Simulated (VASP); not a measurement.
Data:

```
CoGa
1.0
    2.85727     0.00000     0.00000
    0.00000     2.85727     0.00000
    0.00000     0.00000     2.85727
Ga Co
1 1
Direct
  0.50000   0.50000   0.50000
  0.00000   0.00000   0.00000
```

These are PBE GGA, VASP's PBE PAW potentials (set 64) (plane waves; VASP) values and carry that method's errors. Run with 500 eV cut-off, 13×13×13 Γ-centred mesh, first-order Methfessel-Paxton smearing of 0.10 eV, potentials Ga_d Co.

**Question.** Predict the energy per atom (σ→0), pressure, band gap (on the k-mesh) with the smallest direct gap where there is one.

**Answer.** 
- band gap (on the k-mesh): none (metal, semimetal or under 0.01 eV)
- energy per atom (σ→0): -5.234 eV/atom
- pressure: 4.93 GPa

Only differences to runs with the same potentials and settings are physical.

The compound is CoGa in the CsCl type structure. It was relaxed first under an external pressure of 5 GPa. The run is not spin-polarised, so no magnetic state was tried.
